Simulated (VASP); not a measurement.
Write the native input for VASP 6.6.1 that does the following.

```yaml
Task: work function
Functional: BLYP
Potentials_or_basis: VASP PAW PBE potentials, release 64 (Sn_d)
Cutoff: 520 eV
k_mesh: 5 × 5 × 1
Occupations: fermi-dirac, width 0.05 eV
Spin: no spin polarisation
Dipole_correction: yes
Further_INCAR_settings: ALGO = Normal; EDIFF = 1e-07
```

The structure of Sn lies in POSCAR:

```
Sn
1.0
    4.5899715380      0.0000000000      0.0000000000
    0.0000000000      4.5899715380      0.0000000000
    0.0000000000      0.0000000000     26.3596000000
Sn
8
Direct
    0.0000000000      0.5000000000      0.2845263206
    0.0000000000      0.0000000000      0.3460902290
    0.5000000000      0.0000000000      0.4076541374
    0.5000000000      0.5000000000      0.4692180458
    0.0000000000      0.5000000000      0.5307819542
    0.0000000000      0.0000000000      0.5923458626
    0.5000000000      0.0000000000      0.6539097710
    0.5000000000      0.5000000000      0.7154736794
```

These files were run (other wordings do the same):

INCAR

```
PREC = Accurate
ENCUT = 520
EDIFF = 1E-7
ISMEAR = -1
SIGMA = 0.05
LREAL = False
LASPH = True
NELM = 80
ALGO = Normal
ISIF = 2
LWAVE = False
LCHARG = True
LDIPOL = True
IDIPOL = 3
DIPOL = 0.5 0.5 0.500
GGA = B5
ALDAX = 1.0
AGGAX = 1.0
AGGAC = 1.0
ALDAC = 0.0
LELF = True
LVHAR = True
LVACPOTAV = True
```

KPOINTS

```
regular mesh
0
Gamma
  5 5 1
```

Potentials or basis: VASP PAW PBE potentials, release 64 (Sn_d).

Run with:

```console
$ cat potpaw_PBE.64/Sn_d/POTCAR > POTCAR
$ mpirun -np 1 vasp_std > vasp.out
```

It gave:

```json
{"Largest force": "0.826 eV/Å", "Band gap on the k mesh": "none (metal or under the smearing width)", "Work function of the upper face": "4.41 eV", "Work function of the lower face": "4.41 eV"}
```

Caveat: the PAW data sets were made with another functional, which shifts forces and pressure a little.

It took 12 min on 1 thread of Intel(R) Xeon(R) 6975P-C (Granite Rapids), on a shared host, peak memory 0.61 GiB.
